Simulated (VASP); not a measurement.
The system is YLuN2.

```
Y N Lu
1.0
     3.40904    0.00000    0.00000
     0.00000    3.40904    0.00000
     0.00000    0.00000    4.81884
Y N Lu
1 2 1
Direct
  0.00000 0.00000 0.00000
  0.00000 0.00000 0.50000
  0.50000 0.50000 0.00000
  0.50000 0.50000 0.50000
```

The cell was built by a generator and needn't be a form met in nature.

Base run:

| Property | Result |
| --- | --- |
| Program | VASP 6.6.1 |
| Functional | LDA |
| Potentials or basis | VASP PAW PBE potentials, release 64 (Y_sv, N, Lu) |
| Cutoff | 520 eV |
| k mesh | 6 × 6 × 6 |
| Occupations | fermi-dirac, width 0.02 eV |
| Spin | no spin polarisation |

Its results: band gap on the k mesh none (metal or under the smearing width); pressure -7.8 GPa.

Q: The run is repeated on the same cell with these changes: functional from LDA to r2SCAN; further incar settings from ALGO = Normal; EDIFF = 1e-06; NBANDS = 31 to ALGO = Normal; EDIFF = 1e-07; NBANDS = 31. What comes out?

A: Band gap on the k mesh 0.45 eV, direct; pressure 0.7 GPa.

Caveats: the PAW data sets were made with another functional, which shifts forces and pressure a little; spin-orbit coupling is left out, which moves the levels of the heavy elements (some runs).

A k mesh can miss the band edges.
